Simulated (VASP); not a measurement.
Here is a VASP 6.6.1 calculation.

The input INCAR:

```
SYSTEM = KBe18
PREC = Accurate
ENCUT = 520
EDIFF = 1E-6
ISMEAR = -1
SIGMA = 0.05
LREAL = Auto
LASPH = .True.
NELM = 100
ALGO = Fast
ISIF = 2
LWAVE = .False.
LCHARG = .False.
IBRION = 2
NSW = 80
EDIFFG = -0.03
```

File KPOINTS:

```
Automatic mesh
0
Gamma
  4 3 1
  0 0 0
```

The input POSCAR:

```
KBe18
1.0
    4.5800000000      0.0000000000      0.0000000000
    3.4350000000      5.9495950000      0.0000000000
    0.0000000000      0.0000000000     15.5884300000
Be K
18 1
Selective dynamics
Direct
    0.0000000000      0.0000000000      0.0641501000  F F F
    0.5000000000      0.0000000000      0.0641501000  F F F
    0.0000000000      0.3333333000      0.0641501000  F F F
    0.5000000000      0.3333333000      0.0641501000  F F F
    0.0000000000      0.6666667000      0.0641501000  F F F
    0.5000000000      0.6666667000      0.0641501000  F F F
   -0.1666667000      0.2222222000      0.1792493000  T T T
    0.3333333000      0.2222222000      0.1792493000  T T T
   -0.1666667000      0.5555556000      0.1792493000  T T T
    0.3333333000      0.5555556000      0.1792493000  T T T
   -0.1666667000      0.8888889000      0.1792493000  T T T
    0.3333333000      0.8888889000      0.1792493000  T T T
    0.0000000000      0.0000000000      0.2943484000  T T T
    0.5000000000      0.0000000000      0.2943484000  T T T
    0.0000000000      0.3333333000      0.2943484000  T T T
    0.5000000000      0.3333333000      0.2943484000  T T T
    0.0000000000      0.6666667000      0.2943484000  T T T
    0.5000000000      0.6666667000      0.2943484000  T T T
   -0.0097384000      0.6683213000      0.4900064000  T T T
```

Potentials or basis: VASP PAW LDA potentials, release 64 (Be, K_sv).

Command:

```sh
$ cat potpaw_LDA.64/Be/POTCAR potpaw_LDA.64/K_sv/POTCAR > POTCAR
$ mpirun -np 1 vasp_std > vasp.out
```

Predict the band gap on the k mesh.

none (metal or under the smearing width).

What does it give for the energy gained by relaxing?

10.4 meV/atom.

The path:
```
step  energy change (eV)  largest force (eV/Å)  pressure (GPa)
   1              0.0000                0.7672           -4.65
   2             -0.0469                0.5981           -4.66
   3             -0.1213                0.5136           -4.69
   4             -0.1774                0.2716           -4.67
   5             -0.1800                0.2075           -4.68
   6             -0.1909                0.1028           -4.64
   7             -0.1911                0.1231           -4.63
   8             -0.1941                0.0911           -4.58
   9             -0.1946                0.0965           -4.55
  10             -0.1963                0.0857           -4.51
  11             -0.1969                0.0767           -4.46
  12             -0.1981                0.0696           -4.41
```

Caveat: the k mesh is coarse (spacing up to 0.40 Å⁻¹), so the values aren't converged.
